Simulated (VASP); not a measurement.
```xyz
3
Lattice="-1.6074 1.6074 3.9010 1.6074 -1.6074 3.9010 1.6074 1.6074 -3.9010" Properties=species:S:1:pos:R:3 pbc="T T T"
Si     0.0000     0.0000     2.6136
Si     0.0000     0.0000     5.1884
W      0.0000     0.0000     0.0000
```

The numbers are results of PBE GGA, VASP's PBE PAW potentials (set 64) (plane waves; VASP 6.6.1), not measurements. Settings: 300 eV cut-off, 12×12×12 Γ-centred mesh, Fermi-Dirac smearing of 0.050 eV, potentials Si W_sv.

At this cut-off the stress carries a Pulay error, which pulls relaxed volumes low.

### Question
Give the force on each atom (eV/Å).

### Answer

```csv
atom,Fx,Fy,Fz
Si1,0.000,0.000,-0.137
Si2,0.000,0.000,0.137
W3,0.000,0.000,0.000
```

### Question
Give the stress tensor in GPa (positive for a compressed cell).

### Answer

```
2.90  0.00  0.00
0.00  2.90  0.00
0.00  0.00  5.20
```
The pressure is its mean diagonal, 3.67 GPa.

The structure comes from a computed database's Si2W entry (I4/mmm); how it stands against other phases isn't given here. The cell was not relaxed at this level.
